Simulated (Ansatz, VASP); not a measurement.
# Cross-check of Si2Ni between VASP and Ansatz, part 2 of 2

Aim: how closely do two programs agree when they are given the same cell, functional and k mesh? The cell is taken from a series of runs on this material, whose earlier steps may have relaxed, scaled, displaced or heated it; both programs get it as it stands.

VASP 6.6.1 and Ansatz 0.2.0.

So far. Step 5 (Ansatz: single point, PBEsol, pair 2): The run ends at a pressure of 16.11 GPa. Step 6 (VASP: single point, PBEsol, pair 2): The run ends at a pressure of 16.07 GPa.

**7. Side by side**

What differs besides the data sets and the points named for the pairs above, as far as they apply: the data sets hold 26 valence electrons in Ansatz (on its PAW soft_1 files) and 18 in VASP. Total energies have different zeros and are not compared.

Compared:

```
      quantity  Ansatz   VASP  difference
pressure (GPa)   16.11  16.07       +0.04
```

**8. Ansatz: single point, PBEsol, pair 3**

A single point takes one fixed geometry, so differences don't come from the geometry; what else differs is listed under the comparison. The cell compared in this pair holds 37.57 Å³, against 36.01 Å³ for the pair before.

The cell is taken from a series of runs on this material, whose earlier steps may have relaxed, scaled, displaced or heated it; both programs get it as it stands.

The input, input.yaml:

```yaml
crystal:
  lattice:
    - [0.0, 2.6583730529, 2.6583730529]
    - [2.6583730529, 0.0, 2.6583730529]
    - [2.6583730529, 2.6583730529, 0.0]
  atoms:
    - { symbol: Si, position: [0.25, 0.25, 0.25] }
    - { symbol: Si, position: [0.75, 0.75, 0.75] }
    - { symbol: Ni, position: [0.0, 0.0, 0.0] }
kpoints:
  mp_grid: { grid: [16, 16, 16] }
hamiltonian:
  xc: pbesol
  pseudopotentials: { kind: paw, azcp: { folder: soft_1 }, xc_functional: pbe }
scf:
  occupations: { method: methfessel_paxton, width: 0.2 }
output:
  forces: true
  stress: true
  eigenvalues: true
```

Started as:

```bash
ansatz run input.yaml --threads 4 --pin off --max-ram 10240MiB --backend cpu --events-out ev --progress --plain --runs-dir out
```

Numbers of over 12 decimals in the logs are rounded to 6 here.

Log:

```text
[...]
Crystal: 3 atoms, lattice volume = 37.573 Å³
Basis set: ecut = 420 eV, 725 PW (Γ), exchange–correlation on 54×54×54 points (8 copies of the dense FFT grid, shifted against one another)
Bands: 17, of which v1, the nominal top of the filled ones, is band 13 counted from 1 (12 counted from 0)
Symmetry: 48 space group operations
[...]
k-points: 145 of 4096
[...]
--- Band table (eV; the first three rows and the last of 145) ---
  k-point 0: bands = [... 9 lower, 10.1959, 14.1146, 15.7956, 15.7956, 15.7956, 16.1379, 16.1379, 16.1379]
  k-point 1: bands = [... 9 lower, 10.1837, 13.9650, 14.9668, 15.3607, 15.3607, 16.5975, 16.5975, 17.1727]
  k-point 2: bands = [... 9 lower, 10.1530, 13.1520, 14.8183, 14.8245, 14.8245, 17.0482, 17.0482, 18.1845]
  k-point 144: bands = [... 9 lower, 9.9888, 10.1101, 10.5671, 11.3821, 16.3433, 16.3433, 18.5268, 19.2840]
[key lines of the parts left out:]
SCF converged after 9 iterations
Free energy (F): -7049.292302 eV
Fermi energy:    14.053670 eV
P = ⅓ Tr σ = 7.1383 GPa (71.383 kbar)
```

The run ends at a pressure of 7.14 GPa.

**9. VASP: single point, PBEsol, pair 3**

The same cell, functional, mesh and smearing now go to VASP, with its own data sets.

The input, INCAR:

```
SYSTEM = Si2Ni
PREC = Accurate
ENCUT = 600
EDIFF = 1E-06
NELM = 120
ISMEAR = 1
SIGMA = 0.2
LREAL = .FALSE.
ALGO = Normal
GGA = PS
NBANDS = 15
LASPH = .TRUE.
LORBIT = 11
LWAVE = .FALSE.
LCHARG = .FALSE.
ISIF = 2
GGA_COMPAT = .FALSE.
```

The input, POSCAR:

```
Si2Ni
1.0
    0.0000000000      2.6583730529      2.6583730529
    2.6583730529      0.0000000000      2.6583730529
    2.6583730529      2.6583730529      0.0000000000
Si Ni
2 1
Direct
    0.2500000000      0.2500000000      0.2500000000
    0.7500000000      0.7500000000      0.7500000000
    0.0000000000      0.0000000000      0.0000000000
```

The input, KPOINTS:

```
Automatic mesh
0
Gamma
16 16 16
0 0 0
```

PAW data sets: Si and Ni (PBE family, release 64).

Started as:

```bash
mpirun -np 1 vasp_std
```

Log:

```text
[... set-up lines as in an earlier step ...]
 entering main loop
       N       E                     dE             d eps       ncg     rms          rms(c)
DAV:   1     0.717594955893E+02    0.71759E+02   -0.86583E+03  4366   0.139E+03
DAV:   2    -0.170048987067E+02   -0.88764E+02   -0.81465E+02  4574   0.244E+02
DAV:   3    -0.212113443555E+02   -0.42064E+01   -0.41023E+01  5699   0.571E+01
DAV:   4    -0.212829400765E+02   -0.71596E-01   -0.71506E-01  5110   0.689E+00
[...]
DAV:  12    -0.189460024348E+02   -0.16789E-04   -0.31259E-05  5392   0.649E-02    0.217E-02
DAV:  13    -0.189459979407E+02    0.44942E-05   -0.12862E-05  5746   0.930E-02    0.461E-03
DAV:  14    -0.189459978581E+02    0.82542E-07   -0.11171E-06  3076   0.837E-03
   1 F= -.18945998E+02 E0= -.18945968E+02  d E =-.890010E-04
```

Parts of OUTCAR (step 9):

```text
  Total        1.6750753      1.6750753      1.6750753      0.0000000      0.0000000      0.0000000
  in kB       71.4277807     71.4277807     71.4277807      0.0000000      0.0000000      0.0000000
  external PRESSURE =      71.4277807 kB  Pullay stress =       0.0000000 kB

 POSITION                                       TOTAL-FORCE (eV/Angst)
 -----------------------------------------------------------------------------------
      1.32919      1.32919      1.32919         0.000000      0.000000      0.000000
      3.98756      3.98756      3.98756        -0.000000     -0.000000      0.000000
      0.00000      0.00000      0.00000         0.000000      0.000000     -0.000000
 -----------------------------------------------------------------------------------
    total drift:                                0.000000     -0.000000     -0.000000

  FREE ENERGIE OF THE ION-ELECTRON SYSTEM (eV)
  ---------------------------------------------------
  free  energy   TOTEN  =       -18.9459978581 eV

  energy  without entropy=      -18.9459088572  energy(sigma->0) =      -18.94596819

[... 1 part as in an earlier step ...]

[... 2 further parts left out ...]
[key lines of the parts left out:]
E-fermi :  11.1606
```

The run ends at a pressure of 7.14 GPa.

**10. Comparison**

What differs besides the data sets and the points named for the pairs above, as far as they apply: the data sets hold 26 valence electrons in Ansatz (on its PAW soft_1 files) and 18 in VASP. Total energies have different zeros and are not compared.

The two programs side by side:

```
      quantity  Ansatz  VASP  difference
pressure (GPa)    7.14  7.14        0.00
```

**11. Summary of results**

| Quantity | Value |
| --- | --- |
| difference in pressure (single point, PBEsol, pair 1) | 0.057 GPa |
| difference in pressure (single point, PBEsol, pair 2) | 0.044 GPa |
| difference in pressure (single point, PBEsol, pair 3) | -0.0045 GPa |

In words: The difference in pressure is 0.057 GPa (single point, PBEsol, pair 1), within the 1 GPa picked in this series as the mark of a large difference. The data sets hold unlike numbers of valence electrons (26 in Ansatz and 18 in VASP), so part of the differences may come from the potentials. 4 further pairs of this series are not shown here. How closely two codes agree says nothing of how well the functional describes the real material.

[Lines on the potential files, build, host, timing and source positions are cut from VASP's logs without a mark.]

[Logs are printed without paths, hosts, clocks, repeated set-up lines and the standing remarks that a program may print on its own settings, such as how far it seeks lower states.]

[Hosts, paths, dates, database ids (printed as entryN), source tags and the programs' standing remarks are cut or masked in the printed files.]
